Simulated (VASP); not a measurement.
Output of a VASP run:

OSZICAR:
```
       N       E                     dE             d eps       ncg     rms          rms(c)
DAV:   1     0.324450610973E+03    0.32445E+03   -0.21734E+04   460   0.169E+03
DAV:   2    -0.342944416711E+02   -0.35875E+03   -0.35264E+03   588   0.448E+02
DAV:   3    -0.503260605235E+02   -0.16032E+02   -0.16000E+02   579   0.942E+01
DAV:   4    -0.507360634920E+02   -0.41000E+00   -0.40983E+00   818   0.127E+01
DAV:   5    -0.507375599093E+02   -0.14964E-02   -0.14964E-02   586   0.745E-01    0.357E+01
DAV:   6    -0.431701883504E+02    0.75674E+01   -0.39135E+01   570   0.442E+01    0.147E+01
DAV:   7    -0.429871326275E+02    0.18306E+00   -0.21568E+00   609   0.990E+00    0.922E+00
DAV:   8    -0.429232093783E+02    0.63923E-01   -0.35999E-01   581   0.511E+00    0.124E+00
DAV:   9    -0.429166941995E+02    0.65152E-02   -0.27029E-02   598   0.120E+00    0.219E-01
DAV:  10    -0.429159037249E+02    0.79047E-03   -0.74018E-03   656   0.641E-01    0.495E-02
DAV:  11    -0.429159353422E+02   -0.31617E-04   -0.34964E-04   611   0.154E-01    0.352E-02
DAV:  12    -0.429159548667E+02   -0.19524E-04   -0.36693E-05   704   0.458E-02    0.881E-03
DAV:  13    -0.429159542308E+02    0.63594E-06   -0.66615E-06   594   0.167E-02
   1 F= -.42915954E+02 E0= -.42915954E+02  d E =-.429160E+02
```

OUTCAR:
```
------------------------ aborting loop because EDIFF is reached ----------------------------------------
  FORCE on cell =-STRESS in cart. coord.  units (eV):
  Direction    XX          YY          ZZ          XY          YZ          ZX
  --------------------------------------------------------------------------------------
  Total        0.0073256      0.0073256      0.0073256      0.0000000      0.0000000      0.0000000
  in kB        0.1847712      0.1847712      0.1847712      0.0000000      0.0000000      0.0000000
  external PRESSURE =       0.1847712 kB  Pullay stress =       0.0000000 kB
  volume of cell :       63.52
      direct lattice vectors                 reciprocal lattice vectors
     3.990000000  0.000000000  0.000000000     0.250626566  0.000000000  0.000000000
     0.000000000  3.990000000  0.000000000     0.000000000  0.250626566  0.000000000
     0.000000000  0.000000000  3.990000000     0.000000000  0.000000000  0.250626566
 POSITION                                       TOTAL-FORCE (eV/Angst)
 -----------------------------------------------------------------------------------
      0.00000      0.00000      0.00000         0.000000      0.000000      0.000000
      1.99500      1.99500      1.99500         0.000000      0.000000      0.000000
      1.99500      0.00000      1.99500         0.000000      0.000000      0.000000
      0.00000      1.99500      1.99500         0.000000      0.000000      0.000000
      1.99500      1.99500      0.00000         0.000000      0.000000      0.000000
 -----------------------------------------------------------------------------------
    total drift:                                0.000000      0.000000     -0.000000
  FREE ENERGIE OF THE ION-ELECTRON SYSTEM (eV)
  ---------------------------------------------------
  free  energy   TOTEN  =       -42.9159542308 eV

  energy  without entropy=      -42.9159542308  energy(sigma->0) =      -42.91595423

 reached required accuracy - stopping structural energy minimisation
```
(Selected blocks of OUTCAR.)

POSCAR:
```
KTaO3
1
    3.9900000000     0.0000000000     0.0000000000
    0.0000000000     3.9900000000     0.0000000000
    0.0000000000     0.0000000000     3.9900000000
K Ta O
1 1 3
Direct
  0.0000000000   0.0000000000   0.0000000000
  0.5000000000   0.5000000000   0.5000000000
  0.5000000000   0.0000000000   0.5000000000
  0.0000000000   0.5000000000   0.5000000000
  0.5000000000   0.5000000000   0.0000000000
```

### Question
Reconstruct the remaining input files.

### Answer
Several could match; the one computed here: the input of the run itself, PBEsol GGA, plane waves, VASP's PBE PAW potentials (set 64).

**KPOINTS**
```
K-points
0
G
5 5 5
```

### INCAR
```
! general
SYSTEM   =  KTaO3
PREC     =  Accurate
ENCUT    =  520
LREAL    =  .False.
LASPH    =  .True.

! electronic loop
EDIFF    =  1E-6
NELM     =  100
ALGO     =  Normal
LMAXMIX  =  6

! smearing
ISMEAR   =  0
SIGMA    =  0.05

! functional
GGA      =  PS

! ions
IBRION   =  2
NSW      =  60
ISIF     =  3
EDIFFG   =  -0.02

! output
LWAVE    =  .False.
LCHARG   =  .False.
```

POTCAR, in this order: K_sv Ta_pv O (PBE.64 set). Program: vasp_std.

The compound is KTaO3 in the cubic perovskite structure. The cell was not relaxed at this level. The start is the result of an earlier pass.
